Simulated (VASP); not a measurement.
Wanted: the native input for a VASP 6.6.1 run.

| Item | Value |
| --- | --- |
| Task | density of states |
| Functional | PBE |
| Potentials or basis | VASP PAW PBE potentials, release 64 (Zr_sv, C) |
| Cutoff | 520 eV |
| k mesh | 16 × 16 × 16 |
| Occupations | gaussian, width 0.1 eV |
| Spin | no spin polarisation |
| k mesh for the DOS | 24 × 24 × 24 |
| Occupations for the DOS | tetrahedron |
| Further INCAR settings | ALGO = Normal; EDIFF = 1e-07 |

ZrC:

```
CELL_PARAMETERS angstrom
0.00000 2.35519 2.35519
2.35519 0.00000 2.35519
2.35519 2.35519 0.00000
ATOMIC_POSITIONS crystal
Zr 0.50000 0.50000 0.50000
C 0.00000 0.00000 0.00000
```

The input as run:

POSCAR

```
ZrC                                     
1.0
    0.0000000000      2.3551928250      2.3551928250
    2.3551928250      0.0000000000      2.3551928250
    2.3551928250      2.3551928250      0.0000000000
  Zr              C             
     1     1
Direct
     0.5000000000000000    0.5000000000000000    0.5000000000000000
     0.0000000000000000    0.0000000000000000    0.0000000000000000
```

INCAR.step1

```
SYSTEM = ZrC
PREC = Accurate
ENCUT = 520
EDIFF = 1E-7
ISMEAR = 0
SIGMA = 0.1
LREAL = .FALSE.
LASPH = .TRUE.
NELM = 100
ALGO = Normal
ISIF = 2
LWAVE = .FALSE.
LCHARG = .TRUE.
LMAXMIX = 4
GGA = PE
```

KPOINTS.step1

```
regular mesh
0
G
  16 16 16
  0 0 0
```

INCAR.step2

```
SYSTEM = ZrC
PREC = Accurate
ENCUT = 520
EDIFF = 1E-7
ISMEAR = -5
SIGMA = 0.1
LREAL = .FALSE.
LASPH = .TRUE.
NELM = 100
ALGO = Normal
ISIF = 2
LWAVE = .FALSE.
LCHARG = .FALSE.
LMAXMIX = 4
GGA = PE
LORBIT = 10
NEDOS = 1001
ICHARG = 11
```

KPOINTS.step2

```
regular mesh
0
G
  24 24 24
  0 0 0
```

Potentials or basis: VASP PAW PBE potentials, release 64 (Zr_sv, C).

The run is started by

```bash
$ cat potpaw_PBE.64/Zr_sv/POTCAR potpaw_PBE.64/C/POTCAR > POTCAR
$ cp INCAR.step1 INCAR
$ cp KPOINTS.step1 KPOINTS
$ mpirun -np 1 vasp_std > vasp.out
$ cp INCAR.step2 INCAR
$ cp KPOINTS.step2 KPOINTS
$ mpirun -np 1 vasp_std > vasp.out
```

It gave:

* Valence electrons inside the program's atomic spheres: Zr 9.83; C 2.36

It took 60 s on 1 thread of Intel(R) Xeon(R) 6975P-C (Granite Rapids), on a shared host, peak memory 0.27 GiB.
